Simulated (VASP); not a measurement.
Data:

```
CELL_PARAMETERS angstrom
      0.00000     2.55884     2.55884
      2.55884     0.00000     2.55884
      2.55884     2.55884     0.00000
ATOMIC_POSITIONS crystal
  Zr 0.00000 0.00000 0.00000
  O  0.25000 0.25000 0.25000
  O  0.75000 0.75000 0.75000
```

Level of theory: modified Becke-Johnson potential (mBJ), VASP's PBE PAW potentials (set 64) (plane waves; VASP 6.6.1). Run with 500 eV cut-off, 6×6×6 Γ-centred mesh, Gaussian smearing of 0.050 eV, potentials Zr_sv O.

mBJ is a potential without an energy functional, so only the levels count.

Task: Give the energies of bands 7 to 15 at the high-symmetry points, in eV from the valence-band maximum.

Result: 
```csv
band,Γ,X,U,L,W
7,-4.90,-5.15,-4.64,-3.85,-4.18
8,-4.90,-2.91,-3.27,-3.85,-4.09
9,-4.90,-2.91,-2.79,-2.25,-2.21
10,-0.45,-1.44,-2.08,-2.19,-2.21
11,-0.45,-1.44,-1.15,-1.52,-1.32
12,-0.45,0.00,-0.30,-1.52,-0.18
13,4.43,4.98,5.05,4.95,5.45
14,4.43,5.67,5.66,4.95,5.55
15,8.79,6.04,6.47,6.25,6.54
```

The gap is indirect, 4.43 eV, from the valence maximum at X to the conduction minimum at Γ.

The structure comes from a computed database's ZrO2 entry (Fm-3m); how it stands against other phases isn't given here. It was relaxed first. The cell's shape comes from a PBE relaxation.
